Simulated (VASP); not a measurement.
Given:

```xyz
2
Lattice="1.3186 -2.3046 0.0000 1.3186 2.3046 0.0000 0.0000 0.0000 5.0577" Properties=species:S:1:pos:R:3 pbc="T T T"
Zn     1.3186     0.7682     1.2644
Zn     1.3819    -0.7682     3.7933
```

Computed with revPBE GGA, VASP's PBE PAW potentials (set 64) (plane waves; VASP 6.6.1). Settings: 400 eV cut-off, 14×14×7 Γ-centred mesh, first-order Methfessel-Paxton smearing of 0.10 eV, potentials Zn.

**Question.** What does the run give for the energy per atom (σ→0), pressure, band gap (on the k-mesh) with the smallest direct gap where there is one?

**Answer.** 
The band gap (on the k-mesh) comes out as none (metal, semimetal or under 0.01 eV) and the energy per atom (σ→0) comes out as -0.798 eV/atom. The pressure is 1.63 GPa.

The absolute energy has meaning only against runs of the same code, potentials and settings.

The compound is Zn in the hcp structure. The cell was not relaxed at this level, atoms are displaced from their ideal sites. The run is one of a series of settings (GGA = RE against the base run), some of them coarse on purpose.
